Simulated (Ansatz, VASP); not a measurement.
## TaMo2C3 in VASP and in Ansatz

File INCAR:

```
SYSTEM = TaMo2C3
PREC = Accurate
ENCUT = 520
EDIFF = 1E-7
ISMEAR = -1
SIGMA = 0.05
LREAL = .False.
LASPH = .True.
NELM = 80
ALGO = Normal
ISIF = 2
LWAVE = .False.
LCHARG = .True.
GGA = PE
LELF = .True.
LVHAR = .True.
NBANDS = 34
```

File KPOINTS:

```
Automatic mesh
0
Gamma
  10 10 4
  0 0 0
```

Contents of POSCAR:

```
TaMo2C3
1.0
    3.1166360430      0.0000000000      0.0000000000
   -1.5583180215      2.6990859876      0.0000000000
    0.0000000000      0.0000000000      7.6863160000
Ta Mo C
1 2 3
Direct
    0.0000000000      0.0000000000      0.0000000000
    0.6666666667      0.3333333333      0.3307700000
    0.3333333333      0.6666666667      0.6692300000
    0.6666666667      0.3333333333      0.8320790000
    0.3333333333      0.6666666667      0.1679210000
    0.0000000000      0.0000000000      0.5000000000
```

File input.yaml:

```yaml
crystal:
  lattice:
    - [3.116636043, 0.0, 0.0]
    - [-1.5583180215, 2.6990859876, 0.0]
    - [0.0, 0.0, 7.686316]
  atoms:
    - { symbol: Ta, position: [0.0, 0.0, 0.0] }
    - { symbol: Mo, position: [0.6666666667, 0.3333333333, 0.33077] }
    - { symbol: Mo, position: [0.3333333333, 0.6666666667, 0.66923] }
    - { symbol: C, position: [0.6666666667, 0.3333333333, 0.832079] }
    - { symbol: C, position: [0.3333333333, 0.6666666667, 0.167921] }
    - { symbol: C, position: [0.0, 0.0, 0.5] }
hamiltonian:
  xc: pbe
  pseudopotentials: { kind: paw }
kpoints:
  mp_grid: { grid: [10, 10, 4] }
scf:
  occupations: { method: fermi_dirac, width: 0.05 }
output:
  forces: true
  stress: true
  eigenvalues: true
```

The cell comes from a database or a generator and needn't be the stable form of this composition.

Alike in both runs: task single point; functional PBE; k mesh 10 × 10 × 4; occupations fermi-dirac, width 0.05 eV; no spin polarisation.

|  | VASP | Ansatz |
| --- | --- | --- |
| version | VASP 6.6.1 | Ansatz 0.2.0 |
| potentials or method | VASP PAW PBE potentials, release 64 (Ta_pv, Mo_sv, C) | Ansatz PAW |
| plane-wave cutoff (eV) | 520 | 420 |
| valence electrons in the cell | 51 | 53 |

|  | VASP | Ansatz | Ansatz less VASP |
| --- | --- | --- | --- |
| gap on the k mesh at the Fermi level (eV) | none | none | - |
| pressure (GPa) | -2.3 | -2.8 | -0.57 |
| largest component of the traceless stress (GPa) | 0.85 | 0.87 | +0.016 |
| rms of the force components (eV/Å) | 0.032 | 0.025 | -0.0066 |

Atom by atom the forces differ by 0.007 eV/Å (rms over components). A gap of «none» marks a metal or a gap that the smearing closes. With one functional, cell and mesh, what is left measures potentials, basis and numerics. The two sets of potentials don't hold the same shells in valence.

The runs have no spin-orbit coupling, so splittings on Ta are missing.
